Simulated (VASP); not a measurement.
Level of theory: PBE GGA, VASP's PBE PAW potentials (set 64) (plane waves; VASP).

VASP ran on this input.

File POSCAR:
```
BiGa32As31
1
   11.5222104212    -0.0000000000    -0.0000000000
   -0.0000000000    11.5222104212     0.0000000000
    0.0000000000     0.0000000000    11.5222104212
Ga As Bi
32 31 1
Direct
  0.5000000000   0.0000000000   0.0000000000
  0.7500000000   0.2500000000   0.0000000000
  0.7500000000   0.0000000000   0.2500000000
  0.0000000000   0.0000000000   0.0000000000
  0.2500000000   0.2500000000   0.0000000000
  0.5000000000   0.5000000000   0.0000000000
  0.7500000000   0.7500000000   0.0000000000
  0.2500000000   0.0000000000   0.2500000000
  0.4978500000   0.2461890000   0.2537800000
  0.7490360000   0.4989270000   0.2513410000
  0.5000000000   0.0000000000   0.5000000000
  0.7523860000   0.2483360000   0.5042320000
  0.7500000000   0.0000000000   0.7500000000
  0.0000000000   0.5000000000   0.0000000000
  0.2500000000   0.7500000000   0.0000000000
  0.0000000000   0.2500000000   0.2500000000
  0.2500000000   0.5000000000   0.2500000000
  0.5000000000   0.7500000000   0.2500000000
  0.0000000000   0.0000000000   0.5000000000
  0.2500000000   0.2500000000   0.5000000000
  0.4995300000   0.4975620000   0.5034130000
  0.7500000000   0.7500000000   0.5000000000
  0.2500000000   0.0000000000   0.7500000000
  0.5000000000   0.2500000000   0.7500000000
  0.7500000000   0.5000000000   0.7500000000
  0.0000000000   0.7500000000   0.2500000000
  0.0000000000   0.5000000000   0.5000000000
  0.2500000000   0.7500000000   0.5000000000
  0.0000000000   0.2500000000   0.7500000000
  0.2500000000   0.5000000000   0.7500000000
  0.5000000000   0.7500000000   0.7500000000
  0.0000000000   0.7500000000   0.7500000000
  0.6250000000   0.1250000000   0.1250000000
  0.8750000000   0.3750000000   0.1250000000
  0.8750000000   0.1250000000   0.3750000000
  0.1250000000   0.1250000000   0.1250000000
  0.3750000000   0.3750000000   0.1250000000
  0.6250000000   0.6250000000   0.1250000000
  0.8750000000   0.8750000000   0.1250000000
  0.3750000000   0.1250000000   0.3750000000
  0.8750000000   0.6250000000   0.3750000000
  0.6250000000   0.1250000000   0.6250000000
  0.8750000000   0.3750000000   0.6250000000
  0.8750000000   0.1250000000   0.8750000000
  0.1250000000   0.6250000000   0.1250000000
  0.3750000000   0.8750000000   0.1250000000
  0.1250000000   0.3750000000   0.3750000000
  0.3750000000   0.6250000000   0.3750000000
  0.6250000000   0.8750000000   0.3750000000
  0.1250000000   0.1250000000   0.6250000000
  0.3750000000   0.3750000000   0.6250000000
  0.6250000000   0.6250000000   0.6250000000
  0.8750000000   0.8750000000   0.6250000000
  0.3750000000   0.1250000000   0.8750000000
  0.6250000000   0.3750000000   0.8750000000
  0.8750000000   0.6250000000   0.8750000000
  0.1250000000   0.8750000000   0.3750000000
  0.1250000000   0.6250000000   0.6250000000
  0.3750000000   0.8750000000   0.6250000000
  0.1250000000   0.3750000000   0.8750000000
  0.3750000000   0.6250000000   0.8750000000
  0.6250000000   0.8750000000   0.8750000000
  0.1250000000   0.8750000000   0.8750000000
  0.6254130000   0.3791350000   0.3785160000
```

INCAR:
```
SYSTEM=BiGa32As31
PREC=Normal; ENCUT=400; LREAL=Auto
LASPH=T; ISYM=0
EDIFF=1E-5; NELM=100; NELMIN=4
ALGO=Fast; LMAXMIX=4
ISMEAR=0; SIGMA=0.05
GGA=PE
IBRION=2; NSW=60; ISIF=2
EDIFFG=-0.03
LWAVE=T; LCHARG=F
```

### KPOINTS
```
Automatic
0
gamma
1 1 1
```

POTCAR, in this order: Ga As Bi (PBE.64 set). Program: vasp_gam.

The supercell is sampled at Γ alone, which is coarse: total energies, pressure and levels can be off, energies of defects by several tenths of an eV.

**Question.** Predict the energy per atom (σ→0).

**Answer.** 
* **energy per atom (σ→0)**: -387.3 kJ/mol-atom

File OSZICAR:
```
...
RMM:   4    -0.256932733601E+03    0.22077E-05   -0.77102E-05   289   0.176E-02
  10 F= -.25693273E+03 E0= -.25691393E+03  d E =-.484748E-02
       N       E                     dE             d eps       ncg     rms          rms(c)
DAV:   1    -0.256933375146E+03   -0.63934E-03   -0.32057E-02   356   0.333E-01    0.660E-02
RMM:   2    -0.256933538971E+03   -0.16382E-03   -0.22105E-03   322   0.847E-02    0.223E-02
RMM:   3    -0.256933572855E+03   -0.33884E-04   -0.39041E-04   341   0.348E-02    0.138E-02
RMM:   4    -0.256933573081E+03   -0.22673E-06   -0.43267E-05   242   0.131E-02
  11 F= -.25693357E+03 E0= -.25691451E+03  d E =-.839480E-03
```

The cell is a supercell with a defect, built from GaAs (zinc blende): Bi_As. The run is not spin-polarised, so no state with unpaired spins was tried.
